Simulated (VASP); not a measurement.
An input for Ansatz (written as the equivalent of a VASP run, and not itself run):

Ansatz 0.2 input:
```yaml
crystal:
  lattice:
    - [4.0234718, 0.0000000, 0.0000000]
    - [0.0000000, 4.0234718, 0.0000000]
    - [0.0000000, 0.0000000, 4.0234718]
  atoms:
    - { symbol: Nb, position: [0.0000000, 0.5000000, 0.5000000] }
    - { symbol: Nb, position: [0.5000000, 0.0000000, 0.5000000] }
    - { symbol: Nb, position: [0.5000000, 0.5000000, 0.0000000] }
    - { symbol: Si, position: [0.0000000, 0.0000000, 0.0000000] }
kpoints:
  mp_grid: { grid: [7, 7, 7] }
hamiltonian:
  xc: pbesol
  pseudopotentials: { kind: paw }
scf:
  occupations: { method: methfessel_paxton, width: 0.1 }
  max_iter: 100
relax:
  max_steps: 60
  f_tol: 0.02
  cell: {}
output: { forces: true, stress: true, eigenvalues: true }
```

Question: Translate this input to VASP (INCAR, KPOINTS, POSCAR, choice of POTCAR).

Answer: One answer among several that fit: 
INCAR:
```
# general
SYSTEM  = Nb3Si
PREC    = Accurate
ENCUT   = 400
LREAL   = .FALSE.
LASPH   = .TRUE.

# electronic loop
EDIFF   = 1E-6
NELM    = 100
ALGO    = Normal
LMAXMIX = 4

# smearing
ISMEAR  = 1
SIGMA   = 0.1

# functional
GGA     = PS

# ions
IBRION  = 2
NSW     = 60
ISIF    = 3
EDIFFG  = -0.02

# output
LWAVE   = .FALSE.
LCHARG  = .FALSE.
```

File KPOINTS:
```
kpoints
0
gamma
7 7 7
```

File POSCAR:
```
Nb3Si
1
    4.0234717764    -0.0000000000    -0.0000000000
    0.0000000000     4.0234717764    -0.0000000000
    0.0000000000     0.0000000000     4.0234717764
Nb Si
3 1
Direct
  0.0000000000   0.5000000000   0.5000000000
  0.5000000000   0.0000000000   0.5000000000
  0.5000000000   0.5000000000   0.0000000000
  0.0000000000   0.0000000000   0.0000000000
```

POTCAR, in this order: Nb_sv Si (PBE.64 set). Program: vasp_std.

Limits of the translation: each code has its own PAW files, so the cut-off isn't converted (ENCUT is set for VASP's; basis.ecutwfc is left out, and Ansatz then takes the one that its files recommend); Ansatz stops its SCF on the density residual and VASP on the energy change (EDIFF).

The structure comes from a computed database's Nb3Si entry (Pm-3m); how it stands against other phases isn't given here. This run relaxes it. Symmetry was kept, so distortions that lower it aren't found. The start is the result of an earlier pass.
